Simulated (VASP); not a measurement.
Crystal: Ta3AsAu2O13.

```
CELL_PARAMETERS angstrom
5.45204 0.00000 0.00000
-2.72602 4.72161 0.00000
0.00000 0.00000 9.57902
ATOMIC_POSITIONS crystal
Ta 0.00000 0.00000 0.19408
Ta 0.00000 0.00000 0.80592
Ta 0.66667 0.33333 0.00000
As 0.00000 0.00000 0.50000
Au 0.33333 0.66667 0.27428
Au 0.33333 0.66667 0.72572
O 0.00000 0.00000 0.00000
O 0.23947 0.97129 0.36402
O 0.02871 0.26818 0.36402
O 0.73182 0.76053 0.36402
O 0.23947 0.97129 0.63598
O 0.02871 0.26818 0.63598
O 0.73182 0.76053 0.63598
O 0.38452 0.33425 0.85844
O 0.66575 0.05026 0.85844
O 0.94974 0.61548 0.85844
O 0.38452 0.33425 0.14156
O 0.66575 0.05026 0.14156
O 0.94974 0.61548 0.14156
```

The cell was built by a generator and needn't be a form met in nature.

| Item | Value |
| --- | --- |
| Program | VASP 6.6.1 |
| Task | relaxation of cell and atoms |
| Functional | PBE |
| Dispersion | D3(BJ) |
| Potentials or basis | VASP PAW PBE potentials, release 64 (Ta_pv, As, Au, O) |
| Cutoff | 600 eV |
| k mesh | 6 × 6 × 3 |
| Occupations | fermi-dirac, width 0.05 eV |
| Spin | no spin polarisation |

At the start: pressure -2.3 GPa; volume 12.98 Å³/atom.

Question: Where does the relaxation end?

Answer: Over 16 steps the energy falls by 3.6 meV/atom and the volume is 12.67 Å³/atom (-2.3 %); space group P-6 (No. 174, to 0.05 Å).

Step by step:
```csv
step,energy change (eV),largest force (eV/Å),pressure (GPa),volume (Å³)
1,0.0000,0.2813,-2.34,246.59
2,-0.0192,0.3322,2.50,239.89
3,-0.0375,0.2749,0.44,242.60
4,-0.0576,0.1475,-0.01,241.97
5,-0.0586,0.1659,-0.12,241.80
6,-0.0639,0.1484,-0.04,241.33
7,-0.0644,0.2308,0.00,241.14
8,-0.0667,0.0792,-0.01,240.84
9,-0.0667,0.0583,-0.02,240.87
10,-0.0676,0.0337,0.04,240.79
11,-0.0679,0.0332,0.09,240.70
12,-0.0682,0.0169,-0.09,240.89
13,-0.0682,0.0184,-0.09,240.88
14,-0.0683,0.0130,0.02,240.77
15,-0.0683,0.0122,0.02,240.79
16,-0.0683,0.0052,-0.01,240.80
```

Final structure:
```yaml
crystal:
  lattice:
    - [5.39874, -0.00033, 0.00000]
    - [-2.69965, 4.67559, 0.00000]
    - [0.00000, 0.00000, 9.53995]
  atoms:
    - { symbol: Ta, position: [0.00001, 0.00000, 0.19576] }
    - { symbol: Ta, position: [0.00001, 0.00000, 0.80424] }
    - { symbol: Ta, position: [0.66667, 0.33332, 0.00000] }
    - { symbol: As, position: [0.00002, 0.00002, 0.50000] }
    - { symbol: Au, position: [0.33333, 0.66668, 0.27118] }
    - { symbol: Au, position: [0.33333, 0.66668, 0.72882] }
    - { symbol: O, position: [0.99996, 0.99996, 0.00000] }
    - { symbol: O, position: [0.24308, 0.96987, 0.36474] }
    - { symbol: O, position: [0.03015, 0.27325, 0.36473] }
    - { symbol: O, position: [0.72673, 0.75689, 0.36473] }
    - { symbol: O, position: [0.24308, 0.96987, 0.63526] }
    - { symbol: O, position: [0.03015, 0.27325, 0.63527] }
    - { symbol: O, position: [0.72673, 0.75689, 0.63527] }
    - { symbol: O, position: [0.38555, 0.33951, 0.85837] }
    - { symbol: O, position: [0.66046, 0.04600, 0.85836] }
    - { symbol: O, position: [0.95402, 0.61447, 0.85836] }
    - { symbol: O, position: [0.38555, 0.33951, 0.14163] }
    - { symbol: O, position: [0.66046, 0.04600, 0.14164] }
    - { symbol: O, position: [0.95402, 0.61447, 0.14164] }
```

Caveat: pairwise dispersion overbinds metals, which lowers pressure and volume.
